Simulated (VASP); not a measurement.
OSZICAR of a VASP run on Cs (bcc):

OSZICAR:
```
       N       E                     dE             d eps       ncg     rms          rms(c)
DAV:   1     0.262152161267E+02    0.26215E+02   -0.27399E+03   464   0.669E+02
DAV:   2    -0.224620474014E+02   -0.48677E+02   -0.48214E+02   624   0.122E+02
DAV:   3    -0.269854567672E+02   -0.45234E+01   -0.45231E+01   488   0.459E+01
DAV:   4    -0.270523689266E+02   -0.66912E-01   -0.66912E-01   840   0.656E+00
DAV:   5    -0.270524104899E+02   -0.41563E-04   -0.41563E-04   632   0.119E-01    0.250E-01
DAV:   6    -0.257702216270E+02    0.12822E+01   -0.97168E-02   464   0.347E+00    0.249E-01
DAV:   7    -0.244786772189E+02    0.12915E+01   -0.79986E-01   544   0.559E+00    0.476E-01
DAV:   8    -0.248611349726E+02   -0.38246E+00   -0.58742E-01   568   0.552E+00    0.109E-01
DAV:   9    -0.247341855260E+02    0.12695E+00   -0.48285E-01   544   0.491E+00    0.297E-01
DAV:  10    -0.248977328075E+02   -0.16355E+00   -0.27165E-01   480   0.440E+00    0.574E-02
DAV:  11    -0.250213963540E+02   -0.12366E+00   -0.12049E-01   504   0.305E+00    0.577E-02
DAV:  12    -0.250236272451E+02   -0.22309E-02   -0.30824E-03   656   0.720E-01    0.458E-02
DAV:  13    -0.250109422440E+02    0.12685E-01   -0.22832E-02   496   0.212E+00    0.425E-02
DAV:  14    -0.250107874545E+02    0.15479E-03   -0.20271E-04   808   0.122E-01    0.442E-02
DAV:  15    -0.250108864934E+02   -0.99039E-04   -0.48293E-06   696   0.296E-02    0.440E-02
DAV:  16    -0.250075053842E+02    0.33811E-02   -0.15041E-02   480   0.142E+00    0.466E-02
DAV:  17    -0.250087104580E+02   -0.12051E-02   -0.35086E-03   464   0.617E-01    0.511E-02
DAV:  18    -0.250072333052E+02    0.14772E-02   -0.41520E-03   480   0.634E-01    0.713E-02
DAV:  19    -0.250067730639E+02    0.46024E-03   -0.10656E-04   776   0.104E-01    0.769E-02
DAV:  20    -0.250080706175E+02   -0.12976E-02   -0.13673E-03   480   0.428E-01    0.789E-02
DAV:  21    -0.250079354026E+02    0.13521E-03   -0.11780E-05   712   0.386E-02    0.786E-02
DAV:  22    -0.250089515015E+02   -0.10161E-02   -0.18313E-03   480   0.313E-01    0.505E-02
DAV:  23    -0.250074971497E+02    0.14544E-02   -0.47711E-04   520   0.260E-01    0.411E-02
DAV:  24    -0.250072849802E+02    0.21217E-03   -0.36800E-04   512   0.206E-01    0.248E-02
DAV:  25    -0.250078883220E+02   -0.60334E-03   -0.96779E-04   464   0.378E-01    0.174E-02
DAV:  26    -0.250087847003E+02   -0.89638E-03   -0.51007E-04   496   0.238E-01    0.182E-02
DAV:  27    -0.250088787368E+02   -0.94036E-04   -0.22235E-04   496   0.149E-01    0.169E-02
DAV:  28    -0.250095976629E+02   -0.71893E-03   -0.68058E-04   488   0.329E-01    0.118E-02
DAV:  29    -0.250097151409E+02   -0.11748E-03   -0.12226E-04   496   0.134E-01    0.114E-02
DAV:  30    -0.250098450239E+02   -0.12988E-03   -0.14294E-04   488   0.168E-01    0.690E-03
DAV:  31    -0.250098271685E+02    0.17855E-04   -0.34924E-05   528   0.779E-02    0.256E-03
DAV:  32    -0.250098211332E+02    0.60354E-05   -0.22525E-05   488   0.660E-02    0.117E-03
DAV:  33    -0.250098044132E+02    0.16720E-04   -0.26841E-06   576   0.161E-02    0.833E-04
DAV:  34    -0.250097771248E+02    0.27288E-04   -0.40824E-05   480   0.630E-02    0.492E-04
DAV:  35    -0.250097774377E+02   -0.31289E-06   -0.47730E-07   760   0.703E-03
   1 F= -.25009777E+02 E0= -.25008901E+02  d E =-.250098E+02
```

Q: Which electronic solver shows in the log?

A: It is blocked Davidson (ALGO = Normal, or the opening steps of other solvers). The INCAR had ALGO = Normal.

Q: Can the final energy be trusted as converged?

A: The run converged. It stopped with EDIFF = 1E-6, NELM = 100, NSW = 60 and EDIFFG = -0.01 after 1 ionic step (r2SCAN meta-GGA, plane waves, VASP's PBE PAW potentials (set 64)).

The compound is Cs in the bcc structure. It was relaxed first, which changed the volume by +8 %. The start is the result of an earlier pass.
